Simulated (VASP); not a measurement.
# A VASP study of Ta3Ti2 (PBE + D3): structure first, properties next, part 4 of 7

Wanted: the relaxed cell of Ta3Ti2 and its properties. The cell is invented: other elements were put on sites of a known structure type. It may not be a known or stable phase.

VASP 6.6.1; PBE with D3; plane waves and PAW (Ti_sv, Ta_pv); invented cell.

Still holding for the runs below: This run has no spin polarisation. Its electron count is odd, so without a moment it is a metal by construction.

So far. Step 2 (Rough relaxation of the start cell): It ends with a largest force of 0.038 eV/Å and a pressure of -0.14 GPa. Step 3 (Full relaxation (PBE + D3)): It ends with a largest force of 0.008 eV/Å and a pressure of -0.01 GPa.

## Step 4: Second relaxation

A relaxation keeps the plane waves of the cell it began with, so it is repeated from the new cell, on a basis made for it. The mesh changes with the cell too.

The input, INCAR:

```
SYSTEM = Ta3Ti2
PREC = Accurate
ENCUT = 400
EDIFF = 1E-06
NELM = 100
ISMEAR = 1
SIGMA = 0.2
LREAL = .FALSE.
ALGO = Normal
GGA = PE
IVDW = 11
NBANDS = 35
LORBIT = 11
LWAVE = .FALSE.
LCHARG = .FALSE.
KPAR = 2
IBRION = 2
NSW = 60
ISIF = 3
EDIFFG = -0.01
```

The input, POSCAR:

```
Ta3Ti2
1.0
    2.7751892391      0.0000000000      0.0000000000
    0.0000000000      2.7751892391      0.0000000000
    0.0000000000      0.0000000000     11.6232335121
Ti Ta
2 3
Direct
    0.5000000000      0.0000000000      0.2116144060
    0.0000000000      0.5000000000      0.7883855940
    0.0000000000      0.5000000000      0.3962261560
    0.5000000000      0.0000000000      0.6037738440
    0.5000000000      0.5000000000      0.0000000000
```

The input, KPOINTS:

```
Automatic mesh
0
Gamma
10 10 3
0 0 0
```

Potentials, in the order of the species: Ti_sv and Ta_pv (PBE family, release 64).

On the command line:

```sh
mpirun -np 2 vasp_std
```

Log:

```text
[... set-up lines as in an earlier step ...]
 entering main loop
       N       E                     dE             d eps       ncg     rms          rms(c)
DAV:   1     0.627009170138E+03    0.62701E+03   -0.26744E+04  2948   0.156E+03
DAV:   2     0.958492486614E+01   -0.61742E+03   -0.60743E+03  2976   0.509E+02
DAV:   3    -0.480685041629E+02   -0.57653E+02   -0.56027E+02  4732   0.129E+02
DAV:   4    -0.533160697233E+02   -0.52476E+01   -0.51892E+01  4016   0.322E+01
DAV:   5    -0.535709403238E+02   -0.25487E+00   -0.25446E+00  4442   0.690E+00    0.263E+01
DAV:   6    -0.545853751967E+02   -0.10144E+01   -0.64642E+01  4427   0.394E+01    0.182E+01
DAV:   7    -0.517471931547E+02    0.28382E+01   -0.83877E+01  4199   0.400E+01    0.126E+01
DAV:   8    -0.504310499760E+02    0.13161E+01   -0.13889E+01  3925   0.138E+01    0.579E+00
DAV:   9    -0.496632787265E+02    0.76777E+00   -0.52294E+00  4449   0.920E+00    0.172E+00
DAV:  10    -0.496456836259E+02    0.17595E-01   -0.73191E-01  4202   0.345E+00    0.137E+00
DAV:  11    -0.496484635513E+02   -0.27799E-02   -0.56060E-02  4012   0.149E+00    0.642E-01
DAV:  12    -0.496436016820E+02    0.48619E-02   -0.33097E-02  4290   0.974E-01    0.129E-01
DAV:  13    -0.496436576948E+02   -0.56013E-04   -0.22728E-03  3834   0.310E-01    0.698E-02
DAV:  14    -0.496435417356E+02    0.11596E-03   -0.63206E-04  4325   0.149E-01    0.244E-02
DAV:  15    -0.496435439979E+02   -0.22623E-05   -0.55758E-05  4080   0.466E-02    0.761E-03
DAV:  16    -0.496435438544E+02    0.14351E-06   -0.55199E-06  3479   0.188E-02
   1 F= -.52149814E+02 E0= -.52154669E+02  d E =-.521498E+02
 curvature:   0.00 expect dE= 0.000E+00 dE for cont linesearch  0.000E+00
 trial: gam= 0.00000 g(F)=  0.372E-03 g(S)=  0.145E-03 ort = 0.000E+00 (trialstep = 0.100E+01)
 search vector abs. value=  0.517E-03
 bond charge predicted
       N       E                     dE             d eps       ncg     rms          rms(c)
DAV:   1    -0.496396878054E+02    0.38562E-02   -0.13055E-01  3473   0.421E+00    0.374E-01
DAV:   2    -0.496418412491E+02   -0.21534E-02   -0.48764E-02  4042   0.139E+00    0.344E-01
DAV:   3    -0.496393975661E+02    0.24437E-02   -0.32302E-02  4189   0.985E-01    0.182E-01
DAV:   4    -0.496390627399E+02    0.33483E-03   -0.39912E-03  4255   0.335E-01    0.853E-02
DAV:   5    -0.496388759034E+02    0.18684E-03   -0.18336E-03  4390   0.221E-01    0.344E-02
DAV:   6    -0.496388883432E+02   -0.12440E-04   -0.11835E-04  4044   0.631E-02    0.201E-02
DAV:   7    -0.496389015241E+02   -0.13181E-04   -0.20372E-05  4249   0.193E-02    0.116E-02
DAV:   8    -0.496389065950E+02   -0.50709E-05   -0.13683E-05  3978   0.170E-02    0.672E-03
DAV:   9    -0.496389079832E+02   -0.13882E-05   -0.23986E-06  2336   0.865E-03    0.638E-04
DAV:  10    -0.496389080415E+02   -0.58310E-07   -0.41781E-07  1800   0.425E-03
   2 F= -.52149995E+02 E0= -.52154979E+02  d E =-.180431E-03
[...]
3 F= -.52150008E+02 E0= -.52154962E+02  d E =-.193644E-03
[...]
4 F= -.52149997E+02 E0= -.52155092E+02  d E =0.106828E-04
 trial-energy change:    0.000011  1 .order   -0.000008   -0.000245    0.000230
 step:   0.4384(harm=  0.4930)  dis= 0.00105  next Energy=   -52.150062 (dE=-0.545E-04)
 bond charge predicted
       N       E                     dE             d eps       ncg     rms          rms(c)
DAV:   1    -0.496420312294E+02    0.23071E-02   -0.27255E-02  3455   0.208E+00    0.135E-01
DAV:   2    -0.496422151350E+02   -0.18391E-03   -0.51229E-03  3559   0.501E-01    0.758E-02
DAV:   3    -0.496421237063E+02    0.91429E-04   -0.27367E-03  4247   0.272E-01    0.751E-02
DAV:   4    -0.496420374908E+02    0.86216E-04   -0.66739E-04  4439   0.162E-01    0.167E-02
DAV:   5    -0.496420385394E+02   -0.10487E-05   -0.14757E-04  4380   0.607E-02    0.206E-02
DAV:   6    -0.496420370933E+02    0.14461E-05   -0.24425E-05  3524   0.318E-02    0.100E-02
DAV:   7    -0.496420404329E+02   -0.33396E-05   -0.24450E-06  2600   0.941E-03    0.540E-03
DAV:   8    -0.496420425224E+02   -0.20895E-05   -0.48601E-06  3124   0.841E-03    0.291E-03
DAV:   9    -0.496420428710E+02   -0.34869E-06   -0.27667E-07  1605   0.339E-03
   5 F= -.52150059E+02 E0= -.52155080E+02  d E =-.516552E-04
 curvature:  -0.39 expect dE=-0.853E-05 dE for cont linesearch -0.120E-06
 trial: gam=-0.01921 g(F)=  0.146E-04 g(S)=  0.697E-05 ort = 0.113E-04 (trialstep = 0.852E+00)
 search vector abs. value=  0.213E-04
 reached required accuracy - stopping structural energy minimisation
```

Wall time 68 s (2 MPI ranks of Intel Xeon 6975P-C (Granite Rapids), shared host); peak memory 0.42 GiB.

From OUTCAR (step 4):

```text
  LATTYP: Found a simple tetragonal cell.
 ALAT       =     2.7751892391
 C/A-ratio  =     4.1882670012

The static configuration has the point symmetry D_2d.

 Found     42 irreducible k-points:

   k-points           NKPTS =     42   k-points in BZ     NKDIM =     42   number of bands    NBANDS=     35

   dimension x,y,z NGX =    18 NGY =   18 NGZ =   80
   dimension x,y,z NGXF=    36 NGYF=   36 NGZF=  160

   ENCUT  =  400.0 eV  29.40 Ry    5.42 a.u.   4.53  4.53 18.95*2*pi/ulx,y,z

   NELECT =      57.0000    total number of electrons

 Edisp (eV)   -2.50566

 E-fermi :   6.5658

 k-point     1 :       0.0000    0.0000    0.0000
  band No.  band energies     occupation
    ...
     24       4.3968      2.00000
     25       4.5690      2.00000
     26       5.4863      2.00000
     27       6.2080      2.02973
     28       6.4460      1.83878
     29       6.9002     -0.03957
     30       7.2464     -0.00002
     31       7.7756     -0.00000
     32       8.0985     -0.00000
     33       8.0985     -0.00000
    ...

 k-point     2 :       0.1000    0.0000    0.0000
  band No.  band energies     occupation
    ...
     25       4.7643      2.00000
     26       5.5508      2.00000
     27       6.2965      2.06708
     28       6.4012      1.99136
     29       6.5432      1.19005
     30       7.0371     -0.00429
     31       7.5202     -0.00000
     32       7.8615     -0.00000
     33       8.1421     -0.00000
     34       8.1684     -0.00000
    ...

 Edisp (eV)   -2.50802

  Total       0.01567     0.01567    -0.01521     0.00000     0.00000     0.00000
  in kB       0.28066     0.28066    -0.27247     0.00000     0.00000     0.00000
  external pressure =        0.10 kB  Pullay stress =        0.00 kB

  energy-cutoff  :      400.00
  volume of cell :       89.45
      direct lattice vectors                 reciprocal lattice vectors
     2.773866747  0.000000000  0.000000000     0.360507584  0.000000000  0.000000000
     0.000000000  2.773866747  0.000000000     0.000000000  0.360507584  0.000000000
    -0.000000000  0.000000000 11.625063224     0.000000000  0.000000000  0.086021038

 POSITION                                       TOTAL-FORCE (eV/Angst)
 -----------------------------------------------------------------------------------
      1.38693      0.00000      2.45730         0.000000      0.000000     -0.008119
      2.77387      1.38693      9.16776        -0.000000      0.000000      0.008119
      2.77387      1.38693      4.60847         0.000000      0.000000     -0.009263
      1.38693      0.00000      7.01660        -0.000000      0.000000      0.009263
      1.38693      1.38693      0.00000         0.000000     -0.000000      0.000000
 -----------------------------------------------------------------------------------
    total drift:                                0.000000      0.000000      0.000000

  FREE ENERGIE OF THE ION-ELECTRON SYSTEM (eV)
  ---------------------------------------------------
  free  energy   TOTEN  =       -52.1500593838 eV

  energy  without entropy=      -52.1651202006  energy(sigma->0) =      -52.15507966

 total charge
# of ion       s       p       d       tot
------------------------------------------
    1        2.250   6.135   1.934  10.320
    2        2.250   6.135   1.934  10.320
    3        0.390   6.164   2.409   8.963
    4        0.390   6.164   2.409   8.963
    5        0.413   6.116   2.427   8.956
--------------------------------------------------
tot          5.692  30.715  11.114  47.522

[... 2 parts as in an earlier step ...]

[... 7 further parts left out ...]
```

CONTCAR:

```
Ta3Ti2
   1.00000000000000
     2.7738667467526019    0.0000000000000000    0.0000000000000000
     0.0000000000000000    2.7738667467526019    0.0000000000000000
    -0.0000000000000000    0.0000000000000000   11.6250632237767277
  Ti              Ta
     2     3
Direct
     0.5000000000000000    0.0000000000000000    0.2113793861997286
     1.0000000000000000    0.5000000000000000    0.7886206138002714
     1.0000000000000000    0.5000000000000000    0.3964251217162116
     0.5000000000000000    0.0000000000000000    0.6035748782837884
     0.5000000000000000    0.5000000000000000    0.0000000000000000
```

Little changed from the start: no atom moved by 0.005 Å and no cell edge by 0.1 %.

This step gave:

```
irreducible k-points            : 42
free energy (TOTEN)             : -52.1501 eV
energy at zero smearing         : -52.1551 eV
Fermi energy                    : 6.566 eV
pressure                        : 0.009628 GPa
SCF cycles over all ionic steps : 50
```

It ends with a largest force of 0.009 eV/Å and a pressure of 0.01 GPa. The volume moved by only 0.08 %, so the volume is settled.

## Step 5: Density, ELF and potential (PBE + D3)

A single point on the relaxed cell gives a clean self-consistent state, with density, ELF and potential written out.

INCAR: that of step 4 with these lines changed.

```diff
@@ -14,7 +14,5 @@
 LWAVE = .FALSE.
-LCHARG = .FALSE.
-KPAR = 2
-IBRION = 2
-NSW = 60
-ISIF = 3
-EDIFFG = -0.01
+LCHARG = .TRUE.
+ISIF = 2
+LELF = .TRUE.
+LVHAR = .TRUE.
```

The input, POSCAR:

```
Ta3Ti2
1.0
    2.7738667468      0.0000000000      0.0000000000
    0.0000000000      2.7738667468      0.0000000000
    0.0000000000      0.0000000000     11.6250632238
Ti Ta
2 3
Direct
    0.5000000000      0.0000000000      0.2113793862
    0.0000000000      0.5000000000      0.7886206138
    0.0000000000      0.5000000000      0.3964251217
    0.5000000000      0.0000000000      0.6035748783
    0.5000000000      0.5000000000      0.0000000000
```

KPOINTS is that of step 4.

On the command line:

```sh
mpirun -np 2 vasp_std
```

Log:

```text
[banner, memory and clock lines left out]
running    2 mpi-ranks, on    1 nodes
 distrk:  each k-point on    2 cores,    1 groups
 distr:  one band on    1 cores,    2 groups

 POSCAR found type information on POSCAR TiTa
 POSCAR found :  2 types and       5 ions
 LDA part: xc-table for (Slater+PW92), standard interpolation
|                                                                             |
|           W    W    AA    RRRRR   N    N  II  N    N   GGGG   !!!           |
|           W    W   A  A   R    R  NN   N  II  NN   N  G    G  !!!           |
|           W    W  A    A  R    R  N N  N  II  N N  N  G       !!!           |
|           W WW W  AAAAAA  RRRRR   N  N N  II  N  N N  G  GGG   !            |
|           WW  WW  A    A  R   R   N   NN  II  N   NN  G    G                |
|           W    W  A    A  R    R  N    N  II  N    N   GGGG   !!!           |
|                                                                             |
|     The number of bands has been changed from the values supplied in        |
|     The orbitals not found in the WAVECAR file will be initialized with     |
|     random numbers, which is usually adequate. For correlated               |
|     calculations, however, you should redo the groundstate calculation.     |
|     I found NBANDS = 35. Now, NBANDS = 36.                                  |
|                                                                             |

 POSCAR, INCAR and KPOINTS ok, starting setup
 FFT: planning ... GRIDC
 FFT: planning ... GRID_SOFT
 FFT: planning ... GRID
 WAVECAR not read
 entering main loop
       N       E                     dE             d eps       ncg     rms          rms(c)
DAV:   1     0.631247826993E+03    0.63125E+03   -0.26507E+04  3032   0.152E+03
DAV:   2     0.894858877383E+01   -0.62230E+03   -0.61010E+03  3068   0.499E+02
DAV:   3    -0.482453480454E+02   -0.57194E+02   -0.55417E+02  4848   0.126E+02
DAV:   4    -0.533260015667E+02   -0.50807E+01   -0.50298E+01  4080   0.320E+01
DAV:   5    -0.535710244023E+02   -0.24502E+00   -0.24471E+00  4496   0.657E+00    0.263E+01
DAV:   6    -0.546707914195E+02   -0.10998E+01   -0.62777E+01  4540   0.384E+01    0.183E+01
DAV:   7    -0.517638224584E+02    0.29070E+01   -0.77313E+01  4328   0.391E+01    0.127E+01
DAV:   8    -0.504464375064E+02    0.13174E+01   -0.13688E+01  4008   0.133E+01    0.585E+00
DAV:   9    -0.496626623479E+02    0.78378E+00   -0.50050E+00  4584   0.902E+00    0.174E+00
DAV:  10    -0.496431821908E+02    0.19480E-01   -0.69368E-01  4328   0.334E+00    0.134E+00
DAV:  11    -0.496473775572E+02   -0.41954E-02   -0.52294E-02  4188   0.139E+00    0.677E-01
DAV:  12    -0.496419320780E+02    0.54455E-02   -0.32895E-02  4308   0.995E-01    0.135E-01
DAV:  13    -0.496419609389E+02   -0.28861E-04   -0.19960E-03  3860   0.282E-01    0.716E-02
DAV:  14    -0.496418420033E+02    0.11894E-03   -0.59251E-04  4400   0.142E-01    0.234E-02
DAV:  15    -0.496418444742E+02   -0.24708E-05   -0.55050E-05  4124   0.445E-02    0.833E-03
DAV:  16    -0.496418441965E+02    0.27765E-06   -0.58076E-06  3520   0.190E-02
   1 F= -.52149861E+02 E0= -.52154880E+02  d E =0.150568E-01
```

Wall time 26 s (2 MPI ranks); peak memory 0.35 GiB.

From OUTCAR (step 5):

```text
   k-points           NKPTS =     42   k-points in BZ     NKDIM =     42   number of bands    NBANDS=     36

   ENCUT  =  400.0 eV  29.40 Ry    5.42 a.u.   4.52  4.52 18.96*2*pi/ulx,y,z

   NELECT =      57.0000    total number of electrons

 E-fermi :   6.5659

 k-point     1 :       0.0000    0.0000    0.0000
  band No.  band energies     occupation
    ...
     24       4.3966      2.00000
     25       4.5690      2.00000
     26       5.4865      2.00000
     27       6.2083      2.02981
     28       6.4462      1.83850
     29       6.9003     -0.03957
     30       7.2464     -0.00002
     31       7.7758     -0.00000
     32       8.0987     -0.00000
     33       8.0987     -0.00000
    ...

 Edisp (eV)   -2.50802

  Total      -0.00398    -0.00398    -0.02570     0.00000     0.00000     0.00000
  in kB      -0.07130    -0.07130    -0.46041     0.00000     0.00000     0.00000
  external pressure =       -0.20 kB  Pullay stress =        0.00 kB

 POSITION                                       TOTAL-FORCE (eV/Angst)
 -----------------------------------------------------------------------------------
      1.38693      0.00000      2.45730         0.000000     -0.000000     -0.007573
      0.00000      1.38693      9.16776         0.000000     -0.000000      0.007573
      0.00000      1.38693      4.60847         0.000000     -0.000000     -0.008803
      1.38693      0.00000      7.01660         0.000000      0.000000      0.008803
      1.38693      1.38693      0.00000        -0.000000     -0.000000      0.000000
 -----------------------------------------------------------------------------------
    total drift:                                0.000000      0.000000     -0.000000

  FREE ENERGIE OF THE ION-ELECTRON SYSTEM (eV)
  ---------------------------------------------------
  free  energy   TOTEN  =       -52.1498607091 eV

  energy  without entropy=      -52.1649175452  energy(sigma->0) =      -52.15487965

[... 3 parts as in an earlier step ...]

[... 12 further parts left out ...]
```

Numbers from this step:

| Quantity | Value |
| --- | --- |
| SCF cycles | 16 |
| bands | 36 |
| free energy (TOTEN) | -52.1499 eV |
| energy at zero smearing | -52.1549 eV |
| pressure | -0.02010 GPa |

Valence electrons inside each PAW sphere by angular momentum. Sphere charges, by row:

```
atom  s (e)  p (e)  d (e)  tot (e)
 Ti1   2.25  6.135  1.934    10.32
 Ti2   2.25  6.135  1.934    10.32
 Ta3   0.39  6.164   2.41    8.964
 Ta4   0.39  6.164   2.41    8.964
 Ta5  0.413  6.116  2.427    8.956
```

Electrostatic potential energy in the ac plane at fractional y = 0.500, with atoms of Ti and Ta within 0.2 Å of it. With pseudopotentials it is smooth inside the atoms' cores, unlike the true potential.

Ten even steps from '0' (-51 eV) to '9' (3 eV), each cell a mean:
```
88766555556678
99887766677889
88888888888888
22457899987542
00014788874100
00025899985200
44578999998754
99999999999999
99999988899999
99999888889999
99999999999999
99999999999999
67778899988777
55566788876655
44566788876654
56667889887666
77888999998887
99999999999999
99999998999999
99999999999999
99999999999999
99998887888999
98876666666788
88766544456678
```
Columns run along a (2.8 Å; values clipped at the 3rd and 97th percentile), rows up along c (11.6 Å). Atoms in or near the plane, at fractional coordinates: Ti at (0.00, 0.79), Ta at (0.00, 0.40), Ta at (0.50, 0.00).

ELF in the ac plane at fractional y = 0.500, with atoms of Ti and Ta within 0.2 Å of it. It is the smooth field of the valence electrons, not physical close to the nuclei.

Ten even steps from '0' (0.01) to '9' (0.94), each cell a mean:
```
54454211124544
65333444443335
22222344432222
44321234321234
99842112112489
98742123212478
22212356532122
22234566654322
55544444444455
65443333333445
55544444444455
33334555554333
33322345432233
11344333334431
00145433345410
33443345433443
22223466643222
55555555555555
66543222223456
55443333333445
55444555554445
43322344432233
32234444444322
33454100014543
```
Columns run along a (2.8 Å), rows up along c (11.6 Å). Atoms in or near the plane, at fractional coordinates: Ti at (0.00, 0.79), Ta at (0.00, 0.40), Ta at (0.50, 0.00).

Valence density in the ac plane at fractional y = 0.500, with atoms of Ti and Ta within 0.2 Å of it. It is the smooth field of the valence electrons, not physical close to the nuclei.

Ten steps, logarithmic in the rise over the least value, from '_' (0 e/Å³) to '@' (12 e/Å³), each cell a mean:
```
::::--==++**######**++==--::
....::::--==++++++==--::::..
::::..........::..........::
****++--::..........::--++**
@@@@%%**==::..__..::==**%%@@
@@@@%%**--::......::--**%%@@
++++==::::..........::::==++
............................
____........::::::........__
____........::::::........__
______..................____
............................
====----::..........::----==
####**++==--::..::--==++**##
######**++--::::::--++**####
****++==--::::..::::--==++**
--::::::..............::::::
............................
____________......__________
______________..____________
__________..........________
______....::::--::::....____
....::--==++******++==--::..
::::--++**##########**++--::
```
Columns run along a (2.8 Å), rows up along c (11.6 Å). Atoms in or near the plane, at fractional coordinates: Ti at (0.00, 0.79), Ta at (0.00, 0.40), Ta at (0.50, 0.00).

In this run the pressure is -0.02 GPa, small enough to go on.

(Part 4 of 7 ends here.)

[Lines on the potential files, build, host, timing and source positions are cut from VASP's logs without a mark.]

[Logs are printed without paths, hosts, clocks, repeated set-up lines and the standing remarks that a program may print on its own settings, such as how far it seeks lower states.]

[Hosts, paths, dates, database ids (printed as entryN), source tags and the programs' standing remarks are cut or masked in the printed files.]

[A measured line is paired with the nearest computed mode of its activity, which favours agreement.]
